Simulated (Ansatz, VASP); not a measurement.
# Al41Cu33 (partly crystallised Al55Cu45): VASP beside Ansatz, part 2 of 2

One calculation is typed for both programs; each brings its own data sets. How far apart do they land? Of the first pair: The structure shown is the start of the Ansatz relaxation below; VASP solves that cell, so the two are compared at the walk's first step.

VASP 6.6.1 and Ansatz 0.2.0.

So far: The structure; Ansatz: relaxation, PBE.

## (3) VASP: single point, PBE, start cell, pair 1

Level of this step: PBE; plane waves and PAW (Al, Cu) (VASP).

The same cell, functional, mesh and smearing now go to VASP, with its own data sets.

Lines of VASP's logs that name or quote its potential files are left out, and so is its time.

Contents of INCAR:

```
SYSTEM = Al41Cu33
PREC = Accurate
ENCUT = 520
EDIFF = 1E-06
NELM = 120
ISMEAR = -1
SIGMA = 0.1
LREAL = Auto
ALGO = Normal
GGA = PE
NBANDS = 296
LASPH = .TRUE.
LORBIT = 11
LWAVE = .FALSE.
LCHARG = .FALSE.
ISIF = 2
GGA_COMPAT = .FALSE.
KPAR = 8
```

Contents of POSCAR:

```
Al41Cu33
1.0
   10.2307700000      0.0000000000      0.0000000000
    0.0000000000     10.2307700000      0.0000000000
    0.0000000000      0.0000000000     10.2307700000
Al Cu
41 33
Direct
    0.9254728627      0.1042345786      0.5903563466
    0.8756525657      0.3084616309      0.7594540782
    0.6499217556      0.9402909067      0.9360194785
    0.9112021871      0.7802052045      0.5873946927
    0.8636691080      0.9431939140      0.7745653553
    0.6233939381      0.3483608761      0.2994593760
    0.6589631083      0.4935698877      0.7552021989
    0.6629901757      0.7530909208      0.7128300216
    0.9720480472      0.6064646161      0.3862074898
    0.4547849282      0.9424608314      0.0775699190
    0.2418195307      0.4527029735      0.0489992444
    0.3488398234      0.9497427857      0.4847240237
    0.0147887207      0.9417570720      0.0074187964
    0.1958405868      0.6195819083      0.2386232903
    0.0659578898      0.7581247550      0.8025495637
    0.0848518733      0.3160172695      0.6189270211
    0.1443586358      0.1281135242      0.4527811690
    0.8185209911      0.9580315069      0.1639954764
    0.9340059448      0.3384007264      0.4032443306
    0.3323014788      0.7432382900      0.6530691238
    0.0906578879      0.4566225221      0.8385781324
    0.4352360575      0.2850029861      0.0947729252
    0.1785789339      0.9538578230      0.2590811835
    0.7647224989      0.5561849206      0.5064428191
    0.4708638744      0.1252105169      0.8755841447
    0.0803165353      0.0914984894      0.8106427962
    0.5152202620      0.4948992109      0.5299307872
    0.3074841874      0.4636601155      0.6630585968
    0.8004382857      0.5678653708      0.2014120149
    0.0374067641      0.2643887019      0.0054541349
    0.1052902176      0.5898383015      0.6074127363
    0.3841353095      0.7917292638      0.2692465963
    0.6437540869      0.7474510716      0.1194142767
    0.3836759110      0.1194045023      0.2814353172
    0.5016631202      0.9311909074      0.7035931802
    0.8308661029      0.7284300204      0.9515412818
    0.7815247533      0.1312804413      0.3491623798
    0.5372127416      0.1166969837      0.5008029699
    0.6056435635      0.5017510901      0.0548932290
    0.5889683768      0.9463999288      0.3049428342
    0.2579571235      0.0937270606      0.0385112753
    0.0212398480      0.4434270343      0.1859195349
    0.8364864033      0.1229135246      0.9693503031
    0.5303999601      0.7575480633      0.5063548491
    0.9921540607      0.7739691147      0.1998872030
    0.0446007485      0.6254270206      0.0094421046
    0.6642804012      0.2973090002      0.9204879007
    0.8139954275      0.2900759180      0.1530676577
    0.4075157588      0.6274992009      0.0971969852
    0.5774736408      0.6151834124      0.2989217820
    0.5142623673      0.2982180227      0.6945518275
    0.0039781952      0.1273804416      0.2296796820
    0.2192503595      0.7910059556      0.0471323273
    0.8509134699      0.4561924469      0.9769254905
    0.3838909486      0.4513345525      0.2829014825
    0.7038473155      0.3078360671      0.5493232670
    0.4667586115      0.7444698688      0.8912623390
    0.7112954352      0.9476021844      0.5344563508
    0.1684428445      0.4362721476      0.4194112467
    0.3107195255      0.1244481109      0.6586210031
    0.1393443504      0.7841833997      0.4277097423
    0.2739871974      0.9326082006      0.8419209893
    0.1948826921      0.2735082501      0.2198075023
    0.2665781754      0.2820315577      0.8490465527
    0.9542390260      0.9307901556      0.3917495946
    0.4383736513      0.4520969585      0.8777051972
    0.8882420385      0.5694097316      0.7326232532
    0.1383082603      0.9367427867      0.6181646152
    0.3635405742      0.2964293010      0.4740405659
    0.2586706572      0.6331683734      0.8765029416
    0.3252932086      0.6289653662      0.4483044776
    0.6982954362      0.1341638997      0.7060270146
    0.6195916827      0.1286217948      0.1282894640
    0.7758555808      0.7683292655      0.3539029809
```

Contents of KPOINTS:

```
Automatic mesh
0
Gamma
2 2 2
0 0 0
```

Potentials, in the order of the species: Al and Cu (PBE family, release 64).

On the command line:

```sh
$ mpirun -np 8 vasp_std
```

Numbers of over 12 decimals in the logs are rounded to 6 here.

Output:

```text
[banner, memory and clock lines left out]
running    8 mpi-ranks, on    1 nodes
[...]
|                                                                             |
|           W    W    AA    RRRRR   N    N  II  N    N   GGGG   !!!           |
|           W    W   A  A   R    R  NN   N  II  NN   N  G    G  !!!           |
|           W    W  A    A  R    R  N N  N  II  N N  N  G       !!!           |
|           W WW W  AAAAAA  RRRRR   N  N N  II  N  N N  G  GGG   !            |
|           WW  WW  A    A  R   R   N   NN  II  N   NN  G    G                |
|           W    W  A    A  R    R  N    N  II  N    N   GGGG   !!!           |
|                                                                             |
|     For optimal performance we recommend to set                             |
|       NCORE = 2 up to number-of-cores-per-socket                            |
|     NCORE specifies how many cores store one orbital (NPAR=cpu/NCORE).      |
|     This setting can greatly improve the performance of VASP for DFT.       |
|     The default, NCORE=1 might be grossly inefficient on modern             |
|     multi-core architectures or massively parallel machines. Do your        |
|     Unfortunately you need to use the default for GW and RPA                |
|     calculations (for HF NCORE is supported but not extensively tested      |
|     yet).                                                                   |
|                                                                             |

 LDA part: xc-table for (Slater+PW92), standard interpolation
 POSCAR, INCAR and KPOINTS ok, starting setup
[...]
entering main loop
       N       E                     dE             d eps       ncg     rms          rms(c)
DAV:   1     0.429779912860E+04    0.42978E+04   -0.18481E+05  4736   0.203E+03
DAV:   2     0.387034021816E+03   -0.39108E+04   -0.37983E+04  4736   0.474E+02
DAV:   3    -0.272331584939E+03   -0.65937E+03   -0.58687E+03  4896   0.221E+02
DAV:   4    -0.339823927142E+03   -0.67492E+02   -0.61768E+02  7384   0.814E+01
[...]
DAV:  19    -0.278194542317E+03    0.40723E-05   -0.45568E-05  7528   0.630E-02    0.101E-02
DAV:  20    -0.278194541960E+03    0.35765E-06   -0.10652E-05  5008   0.393E-02    0.603E-03
DAV:  21    -0.278194542004E+03   -0.43954E-07   -0.36707E-06  3864   0.168E-02
   1 F= -.27819454E+03 E0= -.27777552E+03  d E =-.838041E+00
```

OUTCAR, selected parts (step 3):

```text
  FREE ENERGIE OF THE ION-ELECTRON SYSTEM (eV)
  ---------------------------------------------------
  free  energy   TOTEN  =      -278.1945420035 eV

  energy  without entropy=     -277.3565009234  energy(sigma->0) =     -277.77552146
```

The run ends at a pressure of 0.22 GPa, with forces up to 1.5 eV/Å.

## (4) Differences

Known differences besides the potentials themselves: the data sets hold 750 valence electrons in Ansatz (on its default PAW (the set named soft_2) files) and 486 in VASP; the cutoff is 420 eV in Ansatz and 520 eV in VASP (PREC = Accurate, projectors in real space). Total energies have different zeros and are not compared.

Forces on 9 of the 74 atoms, those with the largest forces and the largest differences (eV/Å; atoms numbered as in POSCAR):

```csv
atom,"Ansatz x, y, z","VASP x, y, z"
Al3,"1.099, -0.012, -0.737","1.100, -0.015, -0.739"
Al8,"0.991, -1.024, 0.427","1.002, -1.022, 0.432"
Al20,"-0.588, -0.205, 1.026","-0.590, -0.200, 1.026"
Al23,"-0.496, -0.214, -0.561","-0.478, -0.202, -0.561"
Al29,"0.979, -0.777, -0.057","0.973, -0.777, -0.060"
Al30,"-0.042, -0.074, 0.617","-0.027, -0.073, 0.597"
Al33,"-0.868, 0.941, -0.231","-0.855, 0.946, -0.239"
Al38,"0.452, 1.132, 0.546","0.451, 1.110, 0.529"
Cu56,"0.664, 0.507, -0.971","0.663, 0.507, -0.964"
```

The forces differ by 6.3 meV/Å r.m.s., which is 1.4 % of the r.m.s. force of 0.438 eV/Å (both taken over all components).

## (5) Ansatz: relaxation, PBE

This run makes the geometry at which the two programs are then compared.

The structure compared here is the end of the Ansatz relaxation.

Contents of input.yaml:

```yaml
crystal:
  lattice:
    - [10.23077, 0.0, 0.0]
    - [0.0, 10.23077, 0.0]
    - [0.0, 0.0, 10.23077]
  atoms:
    - { symbol: Al, position: [0.92547, 0.10423, 0.59036] }
    - { symbol: Al, position: [0.87565, 0.30846, 0.75945] }
    - { symbol: Al, position: [0.64992, 0.94029, 0.93602] }
    - { symbol: Al, position: [0.9112, 0.78021, 0.58739] }
    - { symbol: Al, position: [0.86367, 0.94319, 0.77457] }
    - { symbol: Al, position: [0.62339, 0.34836, 0.29946] }
    - { symbol: Al, position: [0.65896, 0.49357, 0.7552] }
    - { symbol: Al, position: [0.66299, 0.75309, 0.71283] }
    - { symbol: Al, position: [0.97205, 0.60646, 0.38621] }
    - { symbol: Al, position: [0.45478, 0.94246, 0.07757] }
    - { symbol: Al, position: [0.24182, 0.4527, 0.049] }
    - { symbol: Al, position: [0.34884, 0.94974, 0.48472] }
    - { symbol: Al, position: [0.01479, 0.94176, 0.00742] }
    - { symbol: Al, position: [0.19584, 0.61958, 0.23862] }
    - { symbol: Al, position: [0.06596, 0.75812, 0.80255] }
    - { symbol: Al, position: [0.08485, 0.31602, 0.61893] }
    - { symbol: Al, position: [0.14436, 0.12811, 0.45278] }
    - { symbol: Al, position: [0.81852, 0.95803, 0.164] }
    - { symbol: Al, position: [0.93401, 0.3384, 0.40324] }
    - { symbol: Al, position: [0.3323, 0.74324, 0.65307] }
    - { symbol: Al, position: [0.09066, 0.45662, 0.83858] }
    - { symbol: Al, position: [0.43524, 0.285, 0.09477] }
    - { symbol: Al, position: [0.17858, 0.95386, 0.25908] }
    - { symbol: Al, position: [0.76472, 0.55618, 0.50644] }
    - { symbol: Al, position: [0.47086, 0.12521, 0.87558] }
    - { symbol: Al, position: [0.08032, 0.0915, 0.81064] }
    - { symbol: Al, position: [0.51522, 0.4949, 0.52993] }
    - { symbol: Al, position: [0.30748, 0.46366, 0.66306] }
    - { symbol: Al, position: [0.80044, 0.56787, 0.20141] }
    - { symbol: Al, position: [0.03741, 0.26439, 0.00545] }
    - { symbol: Al, position: [0.10529, 0.58984, 0.60741] }
    - { symbol: Al, position: [0.38414, 0.79173, 0.26925] }
    - { symbol: Al, position: [0.64375, 0.74745, 0.11941] }
    - { symbol: Al, position: [0.38368, 0.1194, 0.28144] }
    - { symbol: Al, position: [0.50166, 0.93119, 0.70359] }
    - { symbol: Al, position: [0.83087, 0.72843, 0.95154] }
    - { symbol: Al, position: [0.78152, 0.13128, 0.34916] }
    - { symbol: Al, position: [0.53721, 0.1167, 0.5008] }
    - { symbol: Al, position: [0.60564, 0.50175, 0.05489] }
    - { symbol: Al, position: [0.58897, 0.9464, 0.30494] }
    - { symbol: Al, position: [0.25796, 0.09373, 0.03851] }
    - { symbol: Cu, position: [0.02124, 0.44343, 0.18592] }
    - { symbol: Cu, position: [0.83649, 0.12291, 0.96935] }
    - { symbol: Cu, position: [0.5304, 0.75755, 0.50635] }
    - { symbol: Cu, position: [0.99215, 0.77397, 0.19989] }
    - { symbol: Cu, position: [0.0446, 0.62543, 0.00944] }
    - { symbol: Cu, position: [0.66428, 0.29731, 0.92049] }
    - { symbol: Cu, position: [0.814, 0.29008, 0.15307] }
    - { symbol: Cu, position: [0.40752, 0.6275, 0.0972] }
    - { symbol: Cu, position: [0.57747, 0.61518, 0.29892] }
    - { symbol: Cu, position: [0.51426, 0.29822, 0.69455] }
    - { symbol: Cu, position: [0.00398, 0.12738, 0.22968] }
    - { symbol: Cu, position: [0.21925, 0.79101, 0.04713] }
    - { symbol: Cu, position: [0.85091, 0.45619, 0.97693] }
    - { symbol: Cu, position: [0.38389, 0.45133, 0.2829] }
    - { symbol: Cu, position: [0.70385, 0.30784, 0.54932] }
    - { symbol: Cu, position: [0.46676, 0.74447, 0.89126] }
    - { symbol: Cu, position: [0.7113, 0.9476, 0.53446] }
    - { symbol: Cu, position: [0.16844, 0.43627, 0.41941] }
    - { symbol: Cu, position: [0.31072, 0.12445, 0.65862] }
    - { symbol: Cu, position: [0.13934, 0.78418, 0.42771] }
    - { symbol: Cu, position: [0.27399, 0.93261, 0.84192] }
    - { symbol: Cu, position: [0.19488, 0.27351, 0.21981] }
    - { symbol: Cu, position: [0.26658, 0.28203, 0.84905] }
    - { symbol: Cu, position: [0.95424, 0.93079, 0.39175] }
    - { symbol: Cu, position: [0.43837, 0.4521, 0.87771] }
    - { symbol: Cu, position: [0.88824, 0.56941, 0.73262] }
    - { symbol: Cu, position: [0.13831, 0.93674, 0.61816] }
    - { symbol: Cu, position: [0.36354, 0.29643, 0.47404] }
    - { symbol: Cu, position: [0.25867, 0.63317, 0.8765] }
    - { symbol: Cu, position: [0.32529, 0.62897, 0.4483] }
    - { symbol: Cu, position: [0.6983, 0.13416, 0.70603] }
    - { symbol: Cu, position: [0.61959, 0.12862, 0.12829] }
    - { symbol: Cu, position: [0.77586, 0.76833, 0.3539] }
kpoints:
  mp_grid: { grid: [2, 2, 2] }
hamiltonian:
  xc: pbe
scf:
  occupations: { method: fermi_dirac, width: 0.1 }
output:
  forces: true
relax:
  f_tol: 0.05
  max_steps: 64
```

On the command line:

```sh
$ ansatz run input.yaml --threads 4 --pin off --max-ram 15872MiB --backend cpu --events-out ev --progress --plain --runs-dir out
```

Output:

```text
[...]
Crystal: 74 atoms, lattice volume = 1070.841 Å³
Basis set: ecut = 420 eV, 20863 PW (Γ), exchange–correlation on 144×144×144 points (8 copies of the dense FFT grid, shifted against one another)
Bands: 450, of which v1, the nominal top of the filled ones, is band 375 counted from 1 (374 counted from 0)
Symmetry: 1 space group operations
[...]
k-points: 8
[...]
- { symbol: Cu, position: [0.553014, 0.735076, 0.500057] }
    - { symbol: Cu, position: [1.002555, 0.791518, 0.210227] }
    - { symbol: Cu, position: [0.055197, 0.636711, 0.021150] }
    - { symbol: Cu, position: [0.644387, 0.286466, 0.928147] }
    - { symbol: Cu, position: [0.799865, 0.311714, 0.145443] }
    - { symbol: Cu, position: [0.409887, 0.635146, 0.094006] }
[...]
- { symbol: Cu, position: [0.319987, 0.583807, 0.463070] }
    - { symbol: Cu, position: [0.685336, 0.117187, 0.738308] }
    - { symbol: Cu, position: [0.614763, 0.115969, 0.135891] }
    - { symbol: Cu, position: [0.775006, 0.760478, 0.343675] }
```

## (6) VASP: single point, PBE, relaxed cell, pair 2

The same cell, functional, mesh and smearing now go to VASP, with its own data sets.

INCAR is that of step 3.

Contents of POSCAR:

```
Al41Cu33
1.0
   10.2307700000      0.0000000000      0.0000000000
    0.0000000000     10.2307700000      0.0000000000
    0.0000000000      0.0000000000     10.2307700000
Al Cu
41 33
Direct
    0.9088500000      0.1323600000      0.5812700000
    0.8646400000      0.2965100000      0.7819300000
    0.6565600000      0.9318100000      0.9288000000
    0.9253500000      0.7858200000      0.5627700000
    0.8715400000      0.9504400000      0.7748900000
    0.6071000000      0.3324800000      0.3012300000
    0.6573300000      0.4929200000      0.7755300000
    0.6969800000      0.7460800000      0.7089600000
    0.9802000000      0.6059500000      0.3723700000
    0.4424300000      0.9261500000      0.0827000000
    0.2378700000      0.4529300000      0.0413300000
    0.3329500000      0.9600600000      0.4745100000
    0.0126400000      0.9439700000      0.0103000000
    0.1973300000      0.6177600000      0.2347100000
    0.0763800000      0.7765500000      0.8034700000
    0.1161100000      0.3123500000      0.6354400000
    0.1377200000      0.1559500000      0.4312200000
    0.8074000000      0.9476100000      0.1701600000
    0.9049200000      0.3520300000      0.3876500000
    0.3146500000      0.7476000000      0.6444300000
    0.0797800000      0.4790600000      0.8348200000
    0.4307500000      0.2773800000      0.0686500000
    0.1763700000      0.9693400000      0.2539700000
    0.7635700000      0.5604200000      0.5086700000
    0.4622800000      0.1155200000      0.8637500000
    0.0934300000      0.0994600000      0.7991600000
    0.5245300000      0.4703300000      0.5181300000
    0.3262900000      0.4831300000      0.6966200000
    0.8292200000      0.5776000000      0.1741500000
    0.0292500000      0.2637600000      0.0023700000
    0.0981300000      0.5792000000      0.5946000000
    0.3946500000      0.7650100000      0.3031700000
    0.6303300000      0.7475000000      0.1262200000
    0.4034600000      0.1470400000      0.2936600000
    0.5081300000      0.9237100000      0.6829800000
    0.8339200000      0.7269000000      0.9459100000
    0.7623600000      0.1341200000      0.3533700000
    0.5408500000      0.1449100000      0.5240300000
    0.6160000000      0.4857800000      0.0683400000
    0.5821400000      0.9397500000      0.3333500000
    0.2417500000      0.0847400000      0.0172500000
    0.0253200000      0.4310600000      0.1824400000
    0.8281600000      0.1136500000      0.9732900000
    0.5530100000      0.7350800000      0.5000600000
    0.0025600000      0.7915200000      0.2102300000
    0.0552000000      0.6367100000      0.0211500000
    0.6443900000      0.2864700000      0.9281500000
    0.7998700000      0.3117100000      0.1454400000
    0.4098900000      0.6351500000      0.0940100000
    0.5797300000      0.5789300000      0.3010600000
    0.5011200000      0.3080200000      0.7070000000
    0.9773300000      0.1460000000      0.2175800000
    0.2233800000      0.8220600000      0.0653500000
    0.8570200000      0.4690000000      0.9555100000
    0.3715900000      0.4213400000      0.2725500000
    0.7261800000      0.3147600000      0.5565100000
    0.5108700000      0.7234300000      0.8726600000
    0.7254900000      0.9449900000      0.5442100000
    0.1426300000      0.4115400000      0.4031600000
    0.3064900000      0.1176500000      0.6626400000
    0.1557900000      0.7783500000      0.4303800000
    0.3002300000      0.9122700000      0.8338600000
    0.2011200000      0.2475400000      0.1983300000
    0.2595400000      0.2877500000      0.8510400000
    0.9535700000      0.9676500000      0.3933200000
    0.4464500000      0.4658600000      0.9025900000
    0.8848600000      0.5870600000      0.7334000000
    0.1106200000      0.9496800000      0.6090600000
    0.3414200000      0.3044900000      0.4993900000
    0.2726100000      0.6531300000      0.8777900000
    0.3199900000      0.5838100000      0.4630700000
    0.6853400000      0.1171900000      0.7383100000
    0.6147600000      0.1159700000      0.1358900000
    0.7750100000      0.7604800000      0.3436800000
```

KPOINTS is that of step 3.

On the command line:

```sh
$ mpirun -np 8 vasp_std
```

Output:

```text
[banner, memory and clock lines left out]
running    8 mpi-ranks, on    1 nodes
[...]
[... a notice as in an earlier step ...]

 LDA part: xc-table for (Slater+PW92), standard interpolation
 POSCAR, INCAR and KPOINTS ok, starting setup
[...]
entering main loop
       N       E                     dE             d eps       ncg     rms          rms(c)
DAV:   1     0.430284232501E+04    0.43028E+04   -0.18483E+05  4736   0.203E+03
DAV:   2     0.390530196905E+03   -0.39123E+04   -0.37998E+04  4736   0.474E+02
DAV:   3    -0.275855537313E+03   -0.66639E+03   -0.59200E+03  4952   0.221E+02
DAV:   4    -0.344094590683E+03   -0.68239E+02   -0.62618E+02  7376   0.822E+01
[...]
DAV:  19    -0.282313006918E+03    0.14978E-04   -0.81383E-05  7792   0.740E-02    0.126E-02
DAV:  20    -0.282313006595E+03    0.32267E-06   -0.14337E-05  5232   0.381E-02    0.816E-03
DAV:  21    -0.282313006185E+03    0.40993E-06   -0.48115E-06  4056   0.204E-02
   1 F= -.28231301E+03 E0= -.28191848E+03  d E =-.789057E+00
```

OUTCAR, selected parts (step 6):

```text
  FREE ENERGIE OF THE ION-ELECTRON SYSTEM (eV)
  ---------------------------------------------------
  free  energy   TOTEN  =      -282.3130061853 eV

  energy  without entropy=     -281.5239495276  energy(sigma->0) =     -281.91847786
```

The run ends at a pressure of -1.09 GPa, with forces up to 0.050 eV/Å.

## (7) Comparison

What differs besides the data sets and the points named for the pairs above, as far as they apply: the data sets hold 750 valence electrons in Ansatz (on its default PAW (the set named soft_2) files) and 486 in VASP. Total energies have different zeros and are not compared.

At this near-relaxed geometry the largest component of a force difference is 20 meV/Å.

## (8) What came out

```json
{
  "r.m.s. force difference (single point, PBE, start cell, pair 1)": "1.4 % of the r.m.s. force",
  "r.m.s. force difference (single point, PBE, relaxed cell, pair 2)": "6.3 meV/Å"
}
```

In words: The r.m.s. force difference is 6.3 meV/Å (single point, PBE, relaxed cell, pair 2), within the 12 meV/Å picked in this series as the mark of a large difference. The data sets hold unlike numbers of valence electrons (750 in Ansatz and 486 in VASP), so part of the differences comes from the potentials. How closely two codes agree says nothing of how well the functional describes the real material.

[Lines on the potential files, build, host, timing and source positions are cut from VASP's logs without a mark.]

[Logs are printed without paths, hosts, clocks, repeated set-up lines and the standing remarks that a program may print on its own settings, such as how far it seeks lower states.]

[Hosts, paths, dates, database ids (printed as entryN), source tags and the programs' standing remarks are cut or masked in the printed files.]
